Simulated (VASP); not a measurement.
Given:

```
MnS
1.0
    0.00000     2.72457     2.72457
    2.72457     0.00000     2.72457
    2.72457     2.72457     0.00000
S Mn
1 1
Direct
  0.25000   0.25000   0.25000
  0.00000   0.00000   0.00000
```
Starting moments (μB, in the order of the record's atoms S Mn): 0.1 4.1.

Calculation: PBEsol GGA, VASP's PBE PAW potentials (set 64) (plane waves; VASP). Run with 400 eV cut-off, Gaussian smearing of 0.050 eV, potentials S Mn_pv.

The moments were started parallel, and other spin orders were not tried in this run.

Task: Predict the cell moment, band gap (along the path) with the smallest direct gap where there is one.

Result: 
| Item | Result |
|---|---|
| band gap (along the path) | none (metal, semimetal or under 0.01 eV) |
| cell moment | 4.60 μB |

The absolute energy has meaning only against runs of the same code, potentials and settings.

The structure was generated: MnS was put into the zincblende type (F-43m), which need not be its known phase. It was relaxed first, which changed the volume by -9 %.
